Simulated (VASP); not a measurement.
An input for Ansatz (written as the equivalent of a VASP run, and not itself run):

Ansatz 0.2 input:
```yaml
crystal:
  lattice:
    - [1.9093948, -3.3071691, 0.0000000]
    - [1.9093948, 3.3071691, 0.0000000]
    - [0.0000000, 0.0000000, 12.3632286]
  atoms:
    - { symbol: La, position: [0.0000000, 0.0000000, 0.5000000] }
    - { symbol: La, position: [0.0000000, 0.0000000, 1.0000000] }
    - { symbol: La, position: [0.3333330, 0.6666670, 0.2500000] }
    - { symbol: La, position: [0.6666670, 0.3333330, 0.7500000] }
kpoints:
  mp_grid: { grid: [10, 10, 3] }
hamiltonian:
  xc: rpbe
  pseudopotentials: { kind: paw }
scf:
  occupations: { method: tetrahedron }
  max_iter: 100
output: { forces: true, stress: true, eigenvalues: true }
```

Question: Write the VASP files for the same calculation (RPBE).

Answer: Several could match; the one computed here: 
**INCAR**
```
ALGO=Normal
EDIFF=1E-7
ENCUT=520
GGA=RP
ISIF=2
ISMEAR=-5
LASPH=T
LCHARG=T
LEFG=T
LMAXMIX=6
LORBIT=11
LREAL=F
LWAVE=F
NEDOS=601
NELM=100
PREC=Accurate
SYSTEM=La
```

File KPOINTS:
```
Automatic mesh
0
Gamma
10 10 3
0 0 0
```

**POSCAR**
```
La
1
    1.9093948320    -3.3071690972    -0.0000000000
    1.9093948320     3.3071690972    -0.0000000000
    0.0000000000    -0.0000000000    12.3632286148
La
4
Direct
  0.0000000000   0.0000000000   0.5000000000
  0.0000000000   0.0000000000   1.0000000000
  0.3333330000   0.6666670000   0.2500000000
  0.6666670000   0.3333330000   0.7500000000
```

POTCAR, in this order: La (PBE.64 set). Program: vasp_std.

What does not carry over: each code has its own PAW files, so the cut-off isn't converted (ENCUT is set for VASP's; basis.ecutwfc is left out, and Ansatz then takes the one that its files recommend); Ansatz stops its SCF on the density residual and VASP on the energy change (EDIFF); the field gradients of LEFG aren't asked of the other code.

The compound is La in the dhcp structure. It was relaxed first.
